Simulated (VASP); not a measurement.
Given:

```
CELL_PARAMETERS angstrom
      3.27905     0.00000     0.00000
     -1.63953     2.83974     0.00000
      0.00000     0.00000     5.43235
ATOMIC_POSITIONS crystal
  Li 0.66667 0.33333 0.38378
  Li 0.33333 0.66667 0.61622
  Zr 0.00000 0.00000 0.00000
  N  0.66667 0.33333 0.77674
  N  0.33333 0.66667 0.22326
```

These are r2SCAN meta-GGA with spin-orbit coupling, VASP's PBE PAW potentials (set 64) (plane waves; VASP 6.6.1) values and carry that method's errors. Run with 520 eV cut-off, 7×7×4 Γ-centred mesh, Gaussian smearing of 0.050 eV, potentials Li_sv Zr_sv N.

Problem. Predict the energy per atom (σ→0), band gap (over mesh and band path) with the smallest direct gap where there is one.

Solution. 
The band gap (over mesh and band path) comes out as 2.09 eV and the smallest direct gap (over mesh and band path) is 2.78 eV. The energy per atom (σ→0) comes out as -10.530 eV/atom.

The structure comes from a computed database's Li2ZrN2 entry (P-3m1); how it stands against other phases isn't given here. It was relaxed first.
